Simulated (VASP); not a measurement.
# TaAlO3 (P6_3/mmc) in VASP: single point with r2SCAN

Aim: the single point of TaAlO3 with r2SCAN.

Everything below comes from runs of VASP 6.6.1. Logs are shortened: lines on timing, memory, paths and dates and some standing lists are left out, and cuts for length are marked.

## 1. Starting point

Symmetry: P6_3/mmc, No. 194, hexagonal system. The conventional cell has a = 3.037 Å, b = 3.037 Å, c = 13.154 Å, α = 90.00°, β = 90.00°, γ = 120.00°. Ta (site symmetry -3m) has 6 O at 2.20 Å as nearest neighbours. Around Al (site symmetry -6m2) lie 5 O at 1.75 to 1.96 Å. Around O (site symmetry 3m) lie 1 Al at 1.96 Å and 3 Ta at 2.20 Å. O (site symmetry -6m2) is surrounded by 3 Al at 1.75 Å.

The cell was built by a generator and needn't be a form met in nature.

## 2. Single point, r2SCAN

The input, INCAR:

```
SYSTEM = TaAlO3
PREC = Accurate ; ENCUT = 520
EDIFF = 1E-6 ; ISMEAR = 0
SIGMA = 0.1 ; LREAL = .FALSE.
LASPH = .TRUE. ; NELM = 150
ALGO = Normal ; ISIF = 2
LWAVE = .FALSE. ; LCHARG = .FALSE.
METAGGA = R2SCAN ; LMIXTAU = .TRUE.
KPAR = 4
```

The input, KPOINTS:

```
regular mesh
0
G
  12 12 4
  0 0 0
```

The input, POSCAR:

```
TaAlO3
1.0
    3.0365990000      0.0000000000      0.0000000000
   -1.5182990000      2.6297720000      0.0000000000
    0.0000000000      0.0000000000     13.1538600000
Ta Al O
2 2 6
Direct
    0.0000000000      0.0000000000      0.5000000000
    0.0000000000      0.0000000000      0.0000000000
    0.3333330000      0.6666670000      0.2500000000
    0.6666670000      0.3333330000      0.7500000000
    0.3333330000      0.6666670000      0.1006530000
    0.3333330000      0.6666670000      0.3993470000
    0.0000000000      0.0000000000      0.2500000000
    0.6666670000      0.3333330000      0.8993470000
    0.6666670000      0.3333330000      0.6006530000
    0.0000000000      0.0000000000      0.7500000000
```

Potentials or basis: VASP PAW PBE potentials, release 64 (Ta_pv, Al, O).

The run is started by

```
$ cat potpaw_PBE.64/Ta_pv/POTCAR potpaw_PBE.64/Al/POTCAR potpaw_PBE.64/O/POTCAR > POTCAR
$ mpirun -np 4 vasp_std > vasp.out
```

OUTCAR:

```text
SYSTEM = TaAlO3
   PREC = Accurate
   ENCUT = 520
   EDIFF = 1E-6
   ISMEAR = 0
   LREAL = .FALSE.
   LASPH = .TRUE.
   NELM = 150
   ISIF = 2
   METAGGA = R2SCAN

 ion  position               nearest neighbor table
   1  0.000  0.000  0.500-   6 2.20   9 2.20   6 2.20   9 2.20   9 2.20   6 2.20
   2  0.000  0.000  0.000-   5 2.20   8 2.20   5 2.20   8 2.20   8 2.20   5 2.20
   3  0.333  0.667  0.250-   7 1.75   7 1.75   7 1.75   5 1.96   6 1.96
   4  0.667  0.333  0.750-  10 1.75  10 1.75  10 1.75   8 1.96   9 1.96
   5  0.333  0.667  0.101-   3 1.96   2 2.20   2 2.20   2 2.20
   6  0.333  0.667  0.399-   3 1.96   1 2.20   1 2.20   1 2.20
   7  0.000  0.000  0.250-   3 1.75   3 1.75   3 1.75
   8  0.667  0.333  0.899-   4 1.96   2 2.20   2 2.20   2 2.20
   9  0.667  0.333  0.601-   4 1.96   1 2.20   1 2.20   1 2.20
  10  0.000  0.000  0.750-   4 1.75   4 1.75   4 1.75

  LATTYP: Found a hexagonal cell.
 ALAT       =     3.0365990000
 C/A-ratio  =     4.3317738035

  Lattice vectors:

 A1 = (   3.0365990000,   0.0000000000,   0.0000000000)
 A2 = (  -1.5182990000,   2.6297720000,   0.0000000000)
 A3 = (   0.0000000000,   0.0000000000,  13.1538600000)

Analysis of symmetry for initial positions (statically):
=====================================================================
 Subroutine PRICEL returns:
 Original cell was already a primitive cell.

 Routine SETGRP: Setting up the symmetry group for a
 hexagonal supercell.

 Subroutine GETGRP returns: Found 24 space group operations
 (whereof 12 operations were pure point group operations)
 out of a pool of 24 trial point group operations.

The static configuration has the point symmetry D_3d.
 The point group associated with its full space group is D_6h.

Analysis of symmetry for dynamics (positions and initial velocities):
=====================================================================
 Subroutine PRICEL returns:
 Original cell was already a primitive cell.

 Routine SETGRP: Setting up the symmetry group for a
 hexagonal supercell.

 Subroutine GETGRP returns: Found 24 space group operations
 (whereof 12 operations were pure point group operations)
 out of a pool of 24 trial point group operations.

The dynamic configuration has the point symmetry D_3d.
 The point group associated with its full space group is D_6h.

 Subroutine INISYM returns: Found 24 space group operations
 (whereof 12 operations are pure point group operations),
 and found     1 'primitive' translations

----------------------------------------------------------------------------------------

                                     Primitive cell

  volume of cell :     105.0410

  direct lattice vectors                    reciprocal lattice vectors
     3.036599000  0.000000000  0.000000000     0.329315790  0.190130489  0.000000000
    -1.518299000  2.629772000  0.000000000     0.000000000  0.380261102  0.000000000
     0.000000000  0.000000000 13.153860000     0.000000000  0.000000000  0.076023312

  length of vectors
     3.036599000  3.036598858 13.153860000     0.380261085  0.380261102  0.076023312

  position of ions in fractional coordinates (direct lattice)
     0.000000000  0.000000000  0.500000000
     0.000000000  0.000000000  0.000000000
     0.333333000  0.666667000  0.250000000
     0.666667000  0.333333000  0.750000000
     0.333333000  0.666667000  0.100653000
     0.333333000  0.666667000  0.399347000
     0.000000000  0.000000000  0.250000000
     0.666667000  0.333333000  0.899347000
     0.666667000  0.333333000  0.600653000
     0.000000000  0.000000000  0.750000000

  ion indices of the primitive-cell ions
   primitive index   ion index
                 1           1
                 2           2
                 3           3
                 4           4
                 5           5
                 6           6
                 7           7
                 8           8
                 9           9
                10          10

----------------------------------------------------------------------------------------

 KPOINTS: regular mesh

Automatic generation of k-mesh.
 Grid dimensions read from file:
 generate k-points for:   12   12    4

 Generating k-lattice:

  Cartesian coordinates                     Fractional coordinates (reciprocal lattice)
     0.027442983  0.015844207  0.000000000     0.083333333 -0.000000000  0.000000000
     0.000000000  0.031688425  0.000000000     0.000000000  0.083333333  0.000000000
     0.000000000  0.000000000  0.019005828     0.000000000  0.000000000  0.250000000

  Length of vectors
     0.031688424  0.031688425  0.019005828

  Shift w.r.t. Gamma in fractional coordinates (k-lattice)
     0.000000000  0.000000000  0.000000000

 Subroutine IBZKPT returns following result:
 ===========================================

 Found     57 irreducible k-points:

 Following reciprocal coordinates:
            Coordinates               Weight
  0.000000  0.000000  0.000000      1.000000
  0.083333  0.000000  0.000000      6.000000
  0.166667  0.000000  0.000000      6.000000
  0.250000  0.000000  0.000000      6.000000
  0.333333  0.000000  0.000000      6.000000
  0.416667  0.000000  0.000000      6.000000
[... 16 lines left out ...]
  0.250000  0.000000  0.250000     12.000000
  0.333333  0.000000  0.250000     12.000000
 [... further k-points ...]
   k-points           NKPTS =     57   k-points in BZ     NKDIM =     57   number of bands    NBANDS=     38
   number of dos      NEDOS =    301   number of ions     NIONS =     10
   total plane-waves  NPLWV =  56448
   dimension x,y,z NGX =    24 NGY =   24 NGZ =   98
   dimension x,y,z NGXF=    48 NGYF=   48 NGZF=  196
   ions per type =               2   2   6
   NGX,Y,Z   is equivalent  to a cutoff of  13.14, 13.14, 12.39 a.u.
   NGXF,Y,Z  is equivalent  to a cutoff of  26.28, 26.28, 24.77 a.u.
 SYSTEM =  TaAlO3
   PREC   = accura    normal or accurate (medium, high low for compatibility)
   ISTART =      0    job   : 0-new  1-cont  2-samecut
   ICHARG =      2    charge: 1-file 2-atom 10-const
   ISPIN  =      1    spin polarized calculation?
   LNONCOLLINEAR =      F non collinear calculations
   LSORBIT =      F    spin-orbit coupling
   LASPH  =      T    aspherical Exc in radial PAW
   ENCUT  =  520.0 eV  38.22 Ry    6.18 a.u.   5.65  5.65 24.46*2*pi/ulx,y,z
   NELM   =    150;   NELMIN=  2; NELMDL= -5     # of ELM steps
   EDIFF  = 0.1E-05   stopping-criterion for ELM
   LREAL  =      F    real-space projection
   EDIFFG = 0.1E-04   stopping-criterion for IOM
   NSW    =      0    number of steps for IOM
   IBRION =     -1    ionic relax: 0-MD 1-quasi-New 2-CG
   NFREE  =      0    steps in history (QN), initial steepest desc. (CG)
   ISIF   =      2    stress and relaxation
   ISYM   =      2    0-nonsym 1-usesym 2-fastsym
   POTIM  = 0.5000    time-step for ionic-motion
   TEBEG  =    0.0;   TEEND  =   0.0 temperature during run
   PSTRESS=    0.0 pullay stress
   NELECT =      64.0000    total number of electrons
   NUPDOWN=      -1.0000    fix difference up-down
   EMIN   =  10.00;   EMAX   =-10.00  energy-range for DOS
   EFERMI =   0.00;   METHOD = LEGACY
   ISMEAR =     0;   SIGMA  =   0.10  broadening in eV -4-tet -1-fermi 0-gaus
   EFERMI_NEDOS =   21; number of points for ismear=-14 and -15
   IALGO  =     38    algorithm
   IMIX   =      4    mixing-type and parameters
     AMIX     =   0.40;   BMIX     =  1.00
     AMIX_MAG =   1.60;   BMIX_MAG =  1.00
  volume/ion in A,a.u.               =      10.50        70.89
  Fermi-wavevector in a.u.,A,eV,Ry     =   1.387869  2.622693 26.207286  1.926181
  Thomas-Fermi vector in A             =   2.512049
   LORBIT       =      0    0 simple, 1 ext, 2 COOP (PROOUT), +10 PAW based schemes
   METAGGA = R2SCAN    functional components
   LHFCALC =     F    Hartree Fock is set to
   AEXX    =    0.0000 exact exchange contribution
   IVDW    =     0    specifies the selected vdW correction
   LEPSILON=     F    determine dielectric tensor
   LRPA    =     F    only Hartree local field effects (RPA)
 non-spin polarized calculation
 Gauss-broadening in eV      SIGMA  =   0.10
  energy-cutoff  :      520.00
  volume of cell :      105.04
 maximum number of plane-waves:      2868
 NGX is ok and might be reduce to    24
   NGX = 11   NGY = 11   NGZ = 49

 number of electron      64.0000012 magnetization

 Free energy of the ion-electron system (eV)
  ---------------------------------------------------
  ext. energy  EPLUGINS =         0.00000000
  ---------------------------------------------------
  free energy    TOTEN  =      -173.33001317 eV

  energy without entropy =     -173.31570693  energy(sigma->0) =     -173.32286005

 E-fermi :   7.6218     XC(G=0): -12.3317

 val. band max:        7.6183415305   @ k =   0.2500   0.2500   0.0000
 cond. band min:       7.6823291186   @ k =   0.0833   0.0833   0.0000
 fundamental gap:      0.0639875881
 Fermi energy:         7.6218030018

 k-point     1 :       0.0000    0.0000    0.0000
  band No.  band energies     occupation
      1     -29.6089      2.00000
      2     -29.6087      2.00000
      3     -29.2717      2.00000
      4     -29.2717      2.00000
      5     -29.2717      2.00000
      6     -29.2716      2.00000
[... 30 lines left out ...]
     37       9.4199      0.00000
     38      10.6163      0.00000

 k-point     2 :       0.0833    0.0000    0.0000
  band No.  band energies     occupation
      1     -29.5971      2.00000
      2     -29.5969      2.00000
      3     -29.3270      2.00000
      4     -29.3270      2.00000
      5     -29.2831      2.00000
      6     -29.2831      2.00000
[... 30 lines left out ...]
     37       9.7668      0.00000
     38      10.4419      0.00000

 k-point     3 :       0.1667    0.0000    0.0000
  band No.  band energies     occupation
      1     -29.5652      2.00000
      2     -29.5650      2.00000
      3     -29.4751      2.00000
      4     -29.4751      2.00000
      5     -29.3144      2.00000
      6     -29.3144      2.00000
[... 30 lines left out ...]
     37      10.2194      0.00000
     38      10.7658      0.00000

 k-point     4 :       0.2500    0.0000    0.0000
  band No.  band energies     occupation
      1     -29.6738      2.00000
      2     -29.6737      2.00000
      3     -29.5186      2.00000
      4     -29.5185      2.00000
      5     -29.3568      2.00000
      6     -29.3568      2.00000
[... 30 lines left out ...]
     37      10.5053      0.00000
     38      11.3157      0.00000
[... 703 lines left out ...]
      4     -29.4751      2.00000
      5     -29.3144      2.00000
      6     -29.3144      2.00000
[... 30 lines left out ...]
     37      10.2789      0.00000
     38      10.6389      0.00000

 k-point    23 :       0.2500    0.0000    0.2500
  band No.  band energies     occupation
      1     -29.6738      2.00000
      2     -29.6737      2.00000
      3     -29.5186      2.00000
      4     -29.5185      2.00000
      5     -29.3568      2.00000
      6     -29.3568      2.00000
[... 30 lines left out ...]
     37      10.5839      0.00000
     38      11.0926      0.00000

 k-point    24 :       0.3333    0.0000    0.2500
  band No.  band energies     occupation
      1     -29.8639      2.00000
      2     -29.8639      2.00000
      3     -29.4736      2.00000
      4     -29.4735      2.00000
      5     -29.3988      2.00000
      6     -29.3988      2.00000
[... 30 lines left out ...]
     37      11.0977      0.00000
     38      11.4561      0.00000

 [... further k-points ...]

------------------------ aborting loop because EDIFF is reached ----------------------------------------

  FORCE on cell =-STRESS in cart. coord.  units (eV):
  Direction    XX          YY          ZZ          XY          YZ          ZX
  --------------------------------------------------------------------------------------
  -------------------------------------------------------------------------------------
  Total       -3.8279837     -3.8279841     -3.8037606     -0.0000007      0.0000000     -0.0000000
  in kB      -58.3877721    -58.3877776    -58.0183005     -0.0000111      0.0000000     -0.0000000
  external PRESSURE =     -58.2646167 kB  Pullay stress =       0.0000000 kB

 VOLUME and BASIS-vectors are now :
 -----------------------------------------------------------------------------
  energy-cutoff  :      520.00
  volume of cell :      105.04
      direct lattice vectors                 reciprocal lattice vectors
     3.036599000  0.000000000  0.000000000     0.329315790  0.190130489  0.000000000
    -1.518299000  2.629772000  0.000000000     0.000000000  0.380261102  0.000000000
     0.000000000  0.000000000 13.153860000     0.000000000  0.000000000  0.076023312

 POSITION                                       TOTAL-FORCE (eV/Angst)
 -----------------------------------------------------------------------------------
      0.00000      0.00000      6.57693        -0.000000      0.000000      0.000000
      0.00000      0.00000      0.00000        -0.000000      0.000000      0.000000
     -0.00000      1.75318      3.28846        -0.000000      0.000000      0.000000
      1.51830      0.87659      9.86539        -0.000000      0.000000      0.000000
     -0.00000      1.75318      1.32398         0.000000      0.000000      0.030097
     -0.00000      1.75318      5.25295        -0.000000      0.000000     -0.030097
      0.00000      0.00000      3.28846         0.000000     -0.000000     -0.000000
      1.51830      0.87659     11.82988        -0.000000     -0.000000     -0.030097
      1.51830      0.87659      7.90091         0.000000     -0.000000      0.030097
      0.00000      0.00000      9.86539        -0.000000      0.000000      0.000000
 -----------------------------------------------------------------------------------
    total drift:                                0.000000     -0.000000      0.000000

  FREE ENERGIE OF THE ION-ELECTRON SYSTEM (eV)
  ---------------------------------------------------
  free  energy   TOTEN  =      -173.3300131737 eV

  energy  without entropy=     -173.3157069315  energy(sigma->0) =     -173.32286005
```

Run time: 4.1 min. Hardware: 4 MPI ranks of Intel Xeon Platinum 8259CL at 2.50GHz (Skylake/Cascade Lake), shared host; peak memory 0.36 GiB.

Results:

* Free energy: -173.3300 eV
* Pressure: -5.8 GPa
* Largest force: 0.030 eV/Å
* Band gap on the k mesh: none (metal or under the smearing width)

Forces in eV/Å, atoms in the order of the input:
```
Ta   0.000  0.000  0.000
Ta   0.000  0.000  0.000
Al   0.000  0.000  0.000
Al   0.000  0.000  0.000
O    0.000  0.000  0.030
O    0.000  0.000 -0.030
O    0.000  0.000  0.000
O    0.000  0.000 -0.030
O    0.000  0.000  0.030
O    0.000  0.000  0.000
```

Caveat: the PAW data sets were made with another functional, which shifts forces and pressure a little.
